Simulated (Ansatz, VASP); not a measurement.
## TiTe2 in two plane-wave programs

One calculation is typed for both programs; each brings its own data sets. How far apart do they land? The cell is taken from a series of runs on this material, whose earlier steps may have relaxed, scaled, displaced or heated it; both programs get it as it stands.

Program: Ansatz 0.2.0. Level of theory: plane waves, with VASP 6.6.1 beside it; zone-centre phonons at PBE. Results are calculated unless marked as measured.

### 1. Set-up

The structure is trigonal, space group P-3m1 (No. 164). The conventional cell has a = 3.764 Å, b = 3.764 Å, c = 7.092 Å, α = 90.00°, β = 90.00°, γ = 120.00°. Ti has 6 Te at 2.78 Å nearest. Te has 3 Ti at 2.78 Å nearest. Farther neighbours and most contacts between anions are not listed.

Structure file:

```cif
data_structure
_symmetry_space_group_name_H-M 'P 1'
_symmetry_Int_Tables_number 1
_cell_length_a 3.7636
_cell_length_b 3.7636
_cell_length_c 7.0921
_cell_angle_alpha 90.000
_cell_angle_beta 90.000
_cell_angle_gamma 120.000
_cell_volume 87.00
loop_
_atom_site_label
_atom_site_type_symbol
_atom_site_fract_x
_atom_site_fract_y
_atom_site_fract_z
_atom_site_occupancy
Ti1 Ti 0.00000 0.00000 0.00000 1
Te2 Te 0.66667 0.33333 0.24489 1
Te3 Te 0.33333 0.66667 0.75511 1
```

### 2. Ansatz: zone-centre phonons, PBE

Ansatz runs on its PAW soft_1 files.

Second derivatives magnify differences that forces hide, and they need a tight electronic threshold.

Input file input.yaml:

```yaml
crystal:
  lattice:
    - [3.7635807459, 0.0, 0.0]
    - [-1.8817903729, 3.2593565352, 0.0]
    - [0.0, 0.0, 7.0921003085]
  atoms:
    - { symbol: Ti, position: [0.0, 0.0, 0.0] }
    - { symbol: Te, position: [0.6666666667, 0.3333333333, 0.2448855013] }
    - { symbol: Te, position: [0.3333333333, 0.6666666667, 0.7551144987] }
kpoints:
  mp_grid: { grid: [15, 15, 8] }
hamiltonian:
  xc: pbe
  pseudopotentials: { kind: paw, azcp: { folder: soft_1 } }
scf:
  occupations: { method: methfessel_paxton, width: 0.2 }
output:
  eigenvalues: true
phonons:
  method: dfpt
```

Run with:

```
> ansatz run input.yaml --threads 4 --pin off --max-ram 15360MiB --backend cpu --events-out ev --progress --plain --runs-dir out
```

Numbers of over 12 decimals in the logs are rounded to 6 here.

Log:

```text
Engine: ansatz 0.2.0, aarch64-unknown-linux-gnu
Pseudopotentials: kind: paw
Pseudopotential: Ti, paw, valence charge 12, recommended cutoff 420 eV (normal), soft_1/Ti.paw.azcp
Pseudopotential: Te, paw, valence charge 16, recommended cutoff 420 eV (normal), soft_1/Te.paw.azcp
Functional definition: PBE
  parameter kappa = 0.804
  parameter beta = 0.066725
  exchange = pbe_x(kappa = kappa, mu = beta*pi^2/3)
  correlation = pbe_c(beta = beta)
Crystal: 3 atoms, lattice volume = 86.998 Å³
Basis set: ecut = 420 eV, 1715 PW (Γ), exchange–correlation on 54×54×96 points (8 copies of the dense FFT grid, shifted against one another)
Bands: 27, of which v1, the nominal top of the filled ones, is band 22 counted from 1 (21 counted from 0)
Symmetry: 12 space group operations
k-points: 488 of 1800 (irreducible under 2 space group operations, time reversal used)
Non-local potential: Ti, projectors of the file, l = 0: 3, l = 1: 2, l = 2: 3, l = 3: 1
Non-local potential: Te, projectors of the file, l = 0: 2, l = 1: 2, l = 2: 2, l = 3: 1
PAW form: soft (Blöchl's): semilocal exchange-correlation on the pseudo side does not see the compensation charge
PAW one-centre angular grid: Ti, 590 points (default); XC on 64 Gauss nodes
PAW one-centre angular grid: Te, 590 points (default); XC on 64 Gauss nodes
Initial density: superposition of atomic densities (chi_scale 0.1, normalization cell, long waves kept (reshape's long-wave potential 0.09 eV rms))
Initial wavefunctions: pseudopotential atomic-orbital guess
Functional: x = pbe(κ = 0.804, μ = 0.219515), c = pbe(β = 0.066725)
SCF iter   1: F=—  HF=-16464.932510 eV  |F-HF|=—  |Δ(HF+E_count)|=         —  Δρ=1.32e-1  dr2=4.51e1  ethr=3.10e-3  ⟨swp⟩=5.9  Hψ=56107  notcnv=0
preconditioner: auto → LDOS  [metal: Δε(μ)=0.008 eV  Ē_g=5.444 eV  σ=0.200 eV  W_gap=0.04  n_scr=22 (ndim 8)  ℏωp=15.9 eV  f_vac=0.025  D(μ)=3.57/eV (n_scr^D=36)  β→1.0]
SCF iter   2: F=—  HF=-16462.099129 eV  |F-HF|=—  |Δ(HF+E_count)|=    2.83e0  S|Δr|=    0.00e0  Δρ=4.38e-2  dr2=2.62e0  ethr=3.10e-3  ⟨swp⟩=3.7  Hψ=31174  notcnv=0  defer=10
SCF iter   3: F=—  HF=-16461.987477 eV  |F-HF|=—  |Δ(HF+E_count)|=   1.12e-1  S|Δr|=    0.00e0  Δρ=1.78e-2  dr2=9.00e-1  ethr=3.10e-3  ⟨swp⟩=2.1  Hψ=20992  notcnv=0  defer=2
SCF iter   4: F=—  HF=-16461.890523 eV  |F-HF|=—  |Δ(HF+E_count)|=   9.70e-2  S|Δr|=    0.00e0  Δρ=8.17e-3  dr2=9.07e-2  ethr=2.05e-3  ⟨swp⟩=1.9  Hψ=18300  notcnv=0  defer=3
SCF iter   5: F=—  HF=-16461.880826 eV  |F-HF|=—  |Δ(HF+E_count)|=   9.70e-3  S|Δr|=    0.00e0  Δρ=3.31e-3  dr2=1.89e-2  ethr=2.06e-4  ⟨swp⟩=1.7  Hψ=14913  notcnv=0  defer=3
SCF iter   6: F=—  HF=-16461.879356 eV  |F-HF|=—  |Δ(HF+E_count)|=   1.47e-3  S|Δr|=    0.00e0  Δρ=3.51e-4  dr2=5.42e-5  ethr=4.30e-5  ⟨swp⟩=1.2  Hψ=13378  notcnv=0  defer=3
SCF iter   7: F=—  HF=-16461.879393 eV  |F-HF|=—  |Δ(HF+E_count)|=   3.73e-5  S|Δr|=    0.00e0  Δρ=1.48e-4  dr2=3.46e-5  ethr=1.23e-7  ⟨swp⟩=2.6  Hψ=26174  notcnv=0  defer=3
SCF iter   8: F=—  HF=-16461.879390 eV  |F-HF|=—  |Δ(HF+E_count)|=   3.30e-6  S|Δr|=    0.00e0  Δρ=7.10e-5  dr2=8.48e-6  ethr=7.86e-8  ⟨swp⟩=1.0  Hψ=13188  notcnv=0  defer=3
SCF iter   9: F=—  HF=-16461.879389 eV  |F-HF|=—  |Δ(HF+E_count)|=   5.31e-7  S|Δr|=    0.00e0  Δρ=2.49e-5  dr2=9.80e-7  ethr=1.93e-8  ⟨swp⟩=1.1  Hψ=13212  notcnv=0  defer=3
SCF iter  10: F=—  HF=-16461.879388 eV  |F-HF|=—  |Δ(HF+E_count)|=   1.35e-6  S|Δr|=    0.00e0  Δρ=1.54e-6  dr2=2.37e-9  ethr=2.23e-9  ⟨swp⟩=1.3  Hψ=13485  notcnv=0  defer=5
SCF iter  11: F=—  HF=-16461.879388 eV  |F-HF|=—  |Δ(HF+E_count)|=   2.70e-9  S|Δr|=    0.00e0  Δρ=3.07e-7  dr2=6.81e-11  ethr=5.38e-12  ⟨swp⟩=2.1  Hψ=24319  notcnv=0  defer=5
SCF iter  12: F=—  HF=-16461.879388 eV  |F-HF|=—  |Δ(HF+E_count)|=  3.64e-12  S|Δr|=    0.00e0  Δρ=1.02e-7  dr2=1.01e-11  ethr=1.00e-12  ⟨swp⟩=6.2  Hψ=63284  notcnv=0
SCF iter  13: F=-16461.879388 eV  HF=-16461.879388 eV  |F-HF|=3.64e-12  |Δ(HF+E_count)|=  3.64e-12  S|Δr|=    0.00e0  Δρ=2.10e-8  dr2=6.56e-13  ethr=1.00e-12  ⟨swp⟩=6.0  Hψ=53364  notcnv=0
SCF 1 converged in 13 iterations: F = -16461.879388 eV  dr2 = 6.56e-13
  greatest PAW one-centre occupation: 0.999 electrons in one spin orbital (limit 2), on the Ti atom at site 0 (counted from 0), in its partial waves of l = 0
DFPT response loops at Γ: preconditioner auto → Kerker (q_TF=auto, 2.435 Å⁻¹) (partly filled bands, converged f_vac=0.049); β = 1.00, the filter's whole step (`scf.mixing.beta` (0.50) is not read by the response loops under this deck's `scf.mixing.preconditioner`; to damp them name `kerker` or `kerker_dos`, under which they read `scf.mixing.beta`, and type it under 1.00, their step now; both keys bind the ground state too); Broyden in place of MSR1
SCF converged after 13 iterations
Stability not checked: this state was not tested for a lower state beside it, because cold or Methfessel-Paxton smearing, or corrected tetrahedra, fill the levels in a way that the test cannot read (fill_not_monotonic; see scf.lower_state_search)
Free energy (F): -16461.879388 eV
Harris-Foulkes:  -16461.879388 eV  (|F-HF|=3.64e-12)
Internal energy: -16461.880384 eV  (E = F + TS)
E sigma→0 (E₀):  -16461.879637 eV
Entropy (-TS):   0.000996 eV (0.332 meV/atom)
Fermi energy:    9.056078 eV
Step filling:    the computed levels leave a gap of 0.0000 eV = 0.0 smearing widths at the electron count; against every level under it full and every level over it empty, smearing changes F+E_penalty+E_count by +0.816 meV and its σ→0 estimate by +0.567 meV
--- Per-component energies (eV) ---
  E_band       = -719.517495
  E_kinetic    = 623.241852
  E_local      = -4728.040916  (includes V_loc(G=0)·N_el)
  E_nonlocal   = 193.174427
  E_hartree    = 2253.860811
  E_xc         = -360.342911
  E_vxc        = -348.370841  (∫ρ·V_xc dr)
  E_paw        = -10385.567184  (= ΣΔE_a)
  E_vpaw       = -967.243753  (= ΣTr[D̂ρ^β])
  E_aug_tail   = 0.000104  (compensation charges beyond the density's cutoff)
  E_ewald      = -4058.206567
  E_smearing   = 0.000996  (= −TS)
  E_closure    = 0.000000  (closes the sum)
  Σ components = -16461.879388   (vs F -16461.879388, Δ=0.00e0)
--- Band table (eV; the first three rows and the last of 488) ---
  k-point 0: bands = [... 18 lower, 7.5147, 8.7962, 9.3425, 9.4466, 9.4466, 10.1632, 10.1632, 12.2586, ... 1 higher]
  k-point 1: bands = [... 18 lower, 7.5180, 8.4054, 9.4461, 9.4461, 9.5407, 10.1453, 10.1453, 12.2840, ... 1 higher]
  k-point 2: bands = [... 18 lower, 7.5261, 7.7278, 9.4450, 9.4450, 9.7316, 10.1031, 10.1031, 12.3446, ... 1 higher]
  k-point 487: bands = [... 18 lower, 6.1917, 6.6635, 6.9958, 7.6171, 9.7189, 10.3078, 10.4357, 10.9351, ... 1 higher]
--- Phonons (Γ-DFPT): 4 representative perturbations + reference, on 488 of 1800 k-points (Σ response iterations 14) ---
  k mesh reduced under 2 symmetry operations, with k and −k counted as one. Each operation leaves every solved perturbation unchanged. A smaller set is not used because it would not reduce the number of displacements times k-points to solve
  ASR residual: 5.345e-5 → 0.000e0 eV/Å²; symmetrization residual: 1.766e-5 eV/Å²
  ASR residual per site (eV/Å²): 5.35e-5 1.17e-5 1.17e-5
  Γ frequencies (cm⁻¹): 0.00 0.00 0.00 93.20 93.20 134.53 164.00 164.00 251.06
  non-analytic LO–TO correction: not included (Born effective charges unavailable; polar crystals: no LO–TO splitting at Γ)
```

[end of part 1 of 2]

[Lines on the potential files, build, host, timing and source positions are cut from VASP's logs without a mark.]

[Logs are printed without paths, hosts, clocks, repeated set-up lines and the standing remarks that a program may print on its own settings, such as how far it seeks lower states.]

[Hosts, paths, dates, database ids (printed as entryN), source tags and the programs' standing remarks are cut or masked in the printed files.]
